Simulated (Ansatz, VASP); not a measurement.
## FeICl (1T-FeClI monolayer): VASP beside Ansatz

One calculation is typed for both programs; each brings its own data sets. How far apart do they land? The structure shown is the start of the Ansatz relaxation below; VASP solves that cell, so the two are compared at the walk's first step.

Program: Ansatz 0.2.0. Level of theory: plane waves, with VASP 6.6.1 beside it; single point at PBE. Results are calculated unless marked as measured.

## 1. Set-up

The cell holds 3 atoms: 1 I, 1 Fe and 1 Cl. Cell: a = 3.604 Å, b = 3.604 Å, c = 29.059 Å, α = 90.0°, β = 90.0°, γ = 120.0°. Vacuum lies along c. The height across the vacuum is the one that the program set for its solve, not the one typed.

Structure file:

```cif
data_structure
_symmetry_space_group_name_H-M 'P 1'
_symmetry_Int_Tables_number 1
_cell_length_a 3.6040
_cell_length_b 3.6040
_cell_length_c 29.0588
_cell_angle_alpha 90.000
_cell_angle_beta 90.000
_cell_angle_gamma 120.000
_cell_volume 326.87
loop_
_atom_site_label
_atom_site_type_symbol
_atom_site_fract_x
_atom_site_fract_y
_atom_site_fract_z
_atom_site_occupancy
I1 I 0.66667 0.33333 0.30972 1
Fe2 Fe 0.00000 0.00000 0.36696 1
Cl3 Cl 0.33333 0.66667 0.40020 1
```

## 2. Ansatz: relaxation, PBE

Ansatz runs on its default PAW (the set named soft_2) files.

The two programs are compared at the cell with which this relaxation starts, whose forces are those of its first step.

input.yaml

```yaml
crystal:
  lattice:
    - [3.603982, 0.0, 0.0]
    - [-1.801991, 3.1211399668, 0.0]
    - [0.0, 0.0, 20.6293845382]
  atoms:
    - { symbol: I, position: [0.6666666667, 0.3333333333, 0.4362708923] }
    - { symbol: Fe, position: [0.0, 0.0, 0.5169097768], spin: 4.0 }
    - { symbol: Cl, position: [0.3333333333, 0.6666666667, 0.5637291077] }
  periodic: [true, true, false]
magnetization:
  spin_polarized: true
kpoints:
  mp_grid: { grid: [9, 9, 1] }
hamiltonian:
  xc: pbe
scf:
  occupations: { method: fermi_dirac, width: 0.05 }
relax:
  f_tol: 0.01
  max_steps: 90
  cell: {}
```

Command:

```console
$ ansatz run input.yaml --threads 4 --pin off --max-ram 8192MiB --backend cpu --events-out ev --progress --plain --runs-dir out
```

Numbers of over 12 decimals in the logs are rounded to 6 here.

Output:

```text
Warning: crystal.periodic: the lattice vector that does not repeat stood 0.000° off the slab's normal, 20.629 Å along it as the deck builds it. The run solves the slab on a vector along the normal, 29.059 Å long, with every atom where it was (on the deck's vector they left 18.00 Å outside them, and the widest stretch free of ions among them is 1.66 Å). A fractional position that the run reports is one of the run's ce [...]
crystal.periodic: the lattice vector that does not repeat stood 0.000° off the slab's normal, 20.629 Å along it as the deck builds it. The run solves the slab on a vector along the normal, 29.059 Å long, with every atom where it was (on the deck's vector they left 18.00 Å outside them, and the widest stretch free of ions among them is 1.66 Å). A fractional position that the run reports is one of the run's cell, which [...]
Engine: ansatz 0.2.0, x86_64-unknown-linux-gnu
Pseudopotentials: kind: paw
Pseudopotential: I, paw, valence charge 17, recommended cutoff 420 eV (normal), I.paw.azcp
Pseudopotential: Fe, paw, valence charge 16, recommended cutoff 420 eV (normal), Fe.paw.azcp
Pseudopotential: Cl, paw, valence charge 7, recommended cutoff 420 eV (normal), Cl.paw.azcp
Functional definition: PBE
  parameter kappa = 0.804
  parameter beta = 0.066725
  exchange = pbe_x(kappa = kappa, mu = beta*pi^2/3)
  correlation = pbe_c(beta = beta)
Crystal: 3 atoms, lattice volume = 326.869 Å³
Basis set: ecut = 420 eV, 6301 PW (Γ), exchange–correlation on 50×50×400 points (8 copies of the dense FFT grid, shifted against one another)
Bands: 27, of which v1, the nominal top of the filled ones, is band 20 counted from 1 (19 counted from 0)
Symmetry: 6 space group operations
Space group: P3m1 (ITA 156), of the structure as read, at distance tolerance 6.9e-5 Å
Magnetic group: BNS 156.49 (UNI 1279), of the structure as read, at distance tolerance 6.9e-5 Å
k-points: 12 of 81 (time reversal used)
Non-local potential: I, projectors of the file, l = 0: 2, l = 1: 2, l = 2: 2, l = 3: 2
Non-local potential: Fe, projectors of the file, l = 0: 3, l = 1: 2, l = 2: 3, l = 3: 1
Non-local potential: Cl, projectors of the file, l = 0: 2, l = 1: 2, l = 2: 2
PAW form: soft (Blöchl's): semilocal exchange-correlation on the pseudo side does not see the compensation charge
PAW one-centre angular grid: I, 590 points (default); XC on 64 Gauss nodes
PAW one-centre angular grid: Fe, 590 points (default); XC on 64 Gauss nodes
PAW one-centre angular grid: Cl, 110 points (default); XC on 64 Gauss nodes
Initial density: superposition of atomic densities (neutral atoms: chi_scale 0, normalization atom)
Starting moments: Σ|m| = 4 μB on 1 of 3 sites
Initial wavefunctions: pseudopotential atomic-orbital guess
Functional: x = pbe(κ = 0.804, μ = 0.219515), c = pbe(β = 0.066725)
iter 1 solved again at ethr=1.03e-3 eV; its pass at ethr=3.10e-3 eV (dr2=4.13e-1 eV) is discarded
[...]
SCF iter   2: F=—  HF=-13073.950785 eV  |F-HF|=—  |Δ(HF+E_count)|=   1.02e-5  Δρ=5.76e-5 (↑4.77e-5 ↓5.76e-5)  dr2=3.05e-5  dr2_m=4.45e-6  M=4.000 μB ∫|m|=4.026 μB  β_m=0.47  ethr=2.85e-7  ⟨swp⟩=2.8  Hψ=1086  notcnv=0
SCF iter   3: F=—  HF=-13073.950784 eV  |F-HF|=—  |Δ(HF+E_count)|=   8.24e-7  Δρ=3.74e-5 (↑2.99e-5 ↓3.74e-5)  dr2=4.39e-6  dr2_m=2.30e-6  M=4.000 μB ∫|m|=4.026 μB  β_m=0.57  ethr=7.62e-8  ⟨swp⟩=3.1  Hψ=1110  notcnv=0
SCF iter   4: F=—  HF=-13073.950789 eV  |F-HF|=—  |Δ(HF+E_count)|=   4.87e-6  Δρ=1.73e-5 (↑1.03e-5 ↓1.73e-5)  dr2=6.54e-7  dr2_m=4.40e-7  M=4.000 μB ∫|m|=4.025 μB  β_m=0.62  ethr=1.10e-8  ⟨swp⟩=3.2  Hψ=1322  notcnv=0
SCF iter   5: F=—  HF=-13073.950791 eV  |F-HF|=—  |Δ(HF+E_count)|=   2.29e-6  Δρ=4.68e-6 (↑2.64e-6 ↓4.68e-6)  dr2=4.55e-8  dr2_m=2.66e-8  M=4.000 μB ∫|m|=4.025 μB  β_m=0.66  ethr=1.64e-9  ⟨swp⟩=3.1  Hψ=1396  notcnv=0
SCF iter   6: F=-13073.950791 eV  HF=-13073.950791 eV  |F-HF|=9.73e-9  |Δ(HF+E_count)|=   3.12e-7  Δρ=1.71e-6 (↑1.71e-6 ↓1.45e-6)  dr2=4.40e-9  dr2_m=6.15e-9  M=4.000 μB ∫|m|=4.025 μB  ethr=1.14e-10  ⟨swp⟩=3.8  Hψ=2865  notcnv=0
SCF 6 converged in 6 iterations: F = -13073.950791 eV  dr2 = 4.40e-9
relax step   6: F+E_penalty+E_count = -13073.95079126 eV  Δ(F+E_penalty+E_count) = -2.171e-4 eV  max|allowed force component| = 5.663e-3 eV/Å  Δτ_max = 0.0029 Å  P = +0.008 N/m  Ω = 365.954 Å³  energy of the carried Pulay correction = -1.588e-3 eV  fix = [c, alpha, beta]  reactions: c +0.000 N/m  (6 SCF iters, dr2 threshold 6.29e-8 eV, accepted)
Basis set: ecut = 420 eV, 7141 PW (Γ), exchange–correlation on 54×54×400 points (8 copies of the dense FFT grid, shifted against one another)
Initial wavefunctions: pseudopotential atomic-orbital guess (no wavefunctions were taken with the density)
iter 1 solved again at ethr=3.07e-6 eV; its pass at ethr=3.10e-3 eV (dr2=1.23e-3 eV) is discarded
SCF iter   1: F=—  HF=-13073.924217 eV  |F-HF|=—  |Δ(HF+E_count)|=         —  Δρ=3.51e-4 (↑3.51e-4 ↓2.91e-4)  dr2=5.43e-5  dr2_m=1.68e-5  M=4.000 μB ∫|m|=4.026 μB  β_m=0.65  ethr=3.07e-6  ⟨swp⟩=4.3  Hψ=7105  notcnv=0
preconditioner: auto → LDOS  [metal: Δε(μ)=0.039 eV  Ē_g=9.446 eV  σ=0.050 eV  W_gap=0.19  n_scr=12 (ndim 8)  ℏωp=9.1 eV  f_vac=0.772  D(μ)=2.65/eV (n_scr^D=10)]
spin=Collinear: LDOS preconditioning applied to the charge; magnetization (m = ρ↑ − ρ↓) channel mixes plain (no charge-response kernel on spin).
SCF iter   2: F=—  HF=-13073.947869 eV  |F-HF|=—  |Δ(HF+E_count)|=   2.37e-2  Δρ=1.33e-4 (↑1.33e-4 ↓1.05e-4)  dr2=2.17e-5  dr2_m=2.41e-6  M=4.000 μB ∫|m|=4.026 μB  β_m=0.56  ethr=1.36e-7  ⟨swp⟩=3.3  Hψ=1522  notcnv=0
SCF iter   3: F=—  HF=-13073.951888 eV  |F-HF|=—  |Δ(HF+E_count)|=   4.02e-3  Δρ=5.11e-5 (↑5.11e-5 ↓4.05e-5)  dr2=2.41e-6  dr2_m=5.17e-7  M=4.000 μB ∫|m|=4.026 μB  β_m=0.66  ethr=5.42e-8  ⟨swp⟩=2.5  Hψ=1118  notcnv=0  defer=1
[...]
SCF iter   8: F=—  HF=-13073.952978 eV  |F-HF|=—  |Δ(HF+E_count)|=   3.23e-7  Δρ=1.67e-7 (↑1.67e-7 ↓1.42e-7)  dr2=3.18e-10  dr2_m=6.15e-12  M=4.000 μB ∫|m|=4.026 μB  β_m=0.65  ethr=6.92e-12  ⟨swp⟩=3.2  Hψ=1301  notcnv=0  defer=3
SCF iter   9: F=—  HF=-13073.952968 eV  |F-HF|=—  |Δ(HF+E_count)|=   9.96e-6  Δρ=5.62e-7 (↑5.62e-7 ↓4.43e-7)  dr2=6.60e-9  dr2_m=3.44e-10  M=4.000 μB ∫|m|=4.026 μB  β_m=0.65  ethr=1.00e-12  ⟨swp⟩=6.0  Hψ=2051  notcnv=0  defer=9
SCF iter  10: F=—  HF=-13073.952968 eV  |F-HF|=—  |Δ(HF+E_count)|=   1.12e-8  Δρ=5.53e-7 (↑5.53e-7 ↓4.39e-7)  dr2=6.33e-9  dr2_m=3.31e-10  M=4.000 μB ∫|m|=4.026 μB  β_m=0.62  ethr=1.00e-12  ⟨swp⟩=1.2  Hψ=661  notcnv=0  defer=9
SCF iter  11: F=—  HF=-13073.952968 eV  |F-HF|=—  |Δ(HF+E_count)|=   1.53e-8  Δρ=5.08e-7 (↑5.08e-7 ↓3.87e-7)  dr2=5.33e-9  dr2_m=2.70e-10  M=4.000 μB ∫|m|=4.026 μB  β_m=0.81  ethr=1.00e-12  ⟨swp⟩=2.1  Hψ=867  notcnv=0  defer=9
SCF iter  12: F=—  HF=-13073.952968 eV  |F-HF|=—  |Δ(HF+E_count)|=   3.06e-9  Δρ=3.75e-7 (↑3.75e-7 ↓2.69e-7)  dr2=2.80e-9  dr2_m=1.37e-10  M=4.000 μB ∫|m|=4.026 μB  β_m=0.90  ethr=1.00e-12  ⟨swp⟩=2.9  Hψ=1067  notcnv=0  defer=9
SCF iter  13: F=—  HF=-13073.952968 eV  |F-HF|=—  |Δ(HF+E_count)|=   1.11e-9  Δρ=3.57e-7 (↑3.57e-7 ↓2.61e-7)  dr2=2.59e-9  dr2_m=1.25e-10  M=4.000 μB ∫|m|=4.026 μB  β_m=0.95  ethr=1.00e-12  ⟨swp⟩=1.3  Hψ=706  notcnv=0  defer=9
SCF iter  14: F=—  HF=-13073.952968 eV  |F-HF|=—  |Δ(HF+E_count)|=   3.94e-9  Δρ=1.84e-7 (↑1.84e-7 ↓1.44e-7)  dr2=7.68e-10  dr2_m=3.67e-11  M=4.000 μB ∫|m|=4.026 μB  β_m=0.92  ethr=1.00e-12  ⟨swp⟩=2.6  Hψ=1024  notcnv=0  defer=9
SCF iter  15: F=—  HF=-13073.952968 eV  |F-HF|=—  |Δ(HF+E_count)|=  8.26e-10  Δρ=1.35e-7 (↑1.35e-7 ↓1.02e-7)  dr2=3.51e-10  dr2_m=1.89e-11  M=4.000 μB ∫|m|=4.026 μB  β_m=0.91  ethr=1.00e-12  ⟨swp⟩=2.0  Hψ=850  notcnv=0  defer=9
SCF iter  16: F=—  HF=-13073.952968 eV  |F-HF|=—  |Δ(HF+E_count)|=  3.64e-10  Δρ=4.96e-8 (↑4.96e-8 ↓3.92e-8)  dr2=6.19e-11  dr2_m=2.69e-12  M=4.000 μB ∫|m|=4.026 μB  β_m=0.74  ethr=1.00e-12  ⟨swp⟩=2.6  Hψ=955  notcnv=0  defer=9
SCF iter  17: F=-13073.952968 eV  HF=-13073.952968 eV  |F-HF|=7.28e-11  |Δ(HF+E_count)|=  1.20e-10  Δρ=3.21e-9 (↑3.21e-9 ↓3.09e-9)  dr2=5.91e-14  dr2_m=1.45e-14  M=4.000 μB ∫|m|=4.026 μB  ethr=1.00e-12  ⟨swp⟩=7.2  Hψ=3442  notcnv=0
SCF 7 converged in 17 iterations: F = -13073.952968 eV  dr2 = 5.91e-14
relax step   7: F+E_penalty+E_count = -13073.95296768 eV  Δ(F+E_penalty+E_count) = -2.176e-3 eV  max|allowed force component| = 5.159e-3 eV/Å  Δτ_max = 0.0000 Å  P = +0.048 N/m  Ω = 365.954 Å³  fix = [c, alpha, beta]  reactions: c +0.000 N/m  stress off target by 4.78e-2 N/m on what of the cell is left free  SCF on the basis re-selected at this cell (its energy is not comparable with the rows above)  (17 SCF iters)
basis re-selected at this cell: Δ(F+E_penalty+E_count) = -2.176e-3 eV, ΔP = +0.039 N/m vs the last step (what re-selecting the basis moved, of the pressure what is left beyond the Pulay correction that the steps carried, after the strain that the cell walked since its last selection, with what the two solves' SCF thresholds leave and, on support functions, any second-order correction that the steps lacked; it is no measure of the basis error at this ecutwfc). The dense FFT grid was sized anew with the basis: this SCF ran on 27×27×200 points, the steps before it on 25×25×200, so part of this shift can come from that change (see relax.cell in the input reference). [rest of the remark cut]
SCF converged after 17 iterations
Magnetization: 3.9998 μB (21.9999 up, 18.0001 down)
Absolute magnetization: 4.0270 μB (∫|ρ↑−ρ↓|, with the PAW one-centre terms)
Spin contamination: 0.0155 ħ² per cell (⟨S²⟩ above its minimum at these occupations)
Per-site moments (μB) at R_I (Å): [(0.188390, 1.152020), (3.422319, 1.043815), (0.128825, 1.043815)]
Free energy (F): -13073.952968 eV
Harris-Foulkes:  -13073.952968 eV  (|F-HF|=7.28e-11)
Internal energy: -13073.930379 eV  (E = F + TS)
E sigma→0 (E₀):  -13073.941673 eV
Entropy (-TS):   -0.022589 eV (-7.530 meV/atom)
Fermi energy:    -5.131434 eV
--- Per-component energies (eV) ---
  E_band       = -1267.994602
  E_kinetic    = 689.988288
  E_local      = -72299.985888  (includes V_loc(G=0)·N_el)
  E_nonlocal   = 168.724232
  E_hartree    = 35645.051631
  E_xc         = -348.448902
  E_vxc        = -396.184199  (∫ρ·V_xc dr)
  E_paw        = -6847.501750  (= ΣΔE_a)
  E_vpaw       = -720.641214  (= ΣTr[D̂ρ^β])
  E_aug_tail   = 0.000914  (compensation charges beyond the density's cutoff)
  E_ewald      = 29918.241097
  E_smearing   = -0.022589  (= −TS)
  E_closure    = -0.000000  (closes the sum)
  Σ components = -13073.952968   (vs F -13073.952968, Δ=0.00e0)
--- Forces (eV/Å), atoms counted from 1 ---
  atom   1  I      0.00000000    -0.00000000    -0.00515934
  atom   2  Fe    -0.00000000     0.00000000     0.00506171
  atom   3  Cl    -0.00000000     0.00000000     0.00009767
  max |Σ_I F_I| component: 4.61e-8 eV/Å
--- 2D stress c σ (N/m, compression-positive) ---
        0.047758       0.000000      -0.000000
        0.000000       0.047758      -0.000000
       -0.000000      -0.000000       0.000000
  P = ½ c Tr σ = 0.0478 N/m
--- Relaxed structure (6 steps of the walk, 6 accepted, 1 SCFs on fresh bases) ---
  F+E_penalty+E_count = -13073.95296768 eV   max|allowed force component| = 5.159e-3 eV/Å   (the final SCF, on the basis selected at the relaxed cell)
  cell:  # Å, volume = 365.9544 Å³
    - [3.813376, 0, 0]
    - [-1.906688, 3.302480, 0]
    - [0, 0, 29.058769]
  atoms:
    - { symbol: I, position: [0.666667, 0.333333, 0.305233] }
    - { symbol: Fe, position: [-2.3291016595396634e-18, 0, 0.364362] }
    - { symbol: Cl, position: [0.333333, 0.666667, 0.407288] }
```

In the SCF lines HF is the Harris–Foulkes energy and dr2 the Hartree energy of the density residual, in eV; the loop may stop once dr2 is under the threshold and the program's other checks hold. Hψ counts applications of the Hamiltonian.

(Continued in part 2 of 2.)

[Lines on the potential files, build, host, timing and source positions are cut from VASP's logs without a mark.]

[Logs are printed without paths, hosts, clocks, repeated set-up lines and the standing remarks that a program may print on its own settings, such as how far it seeks lower states.]

[Hosts, paths, dates, database ids (printed as entryN), source tags and the programs' standing remarks are cut or masked in the printed files.]
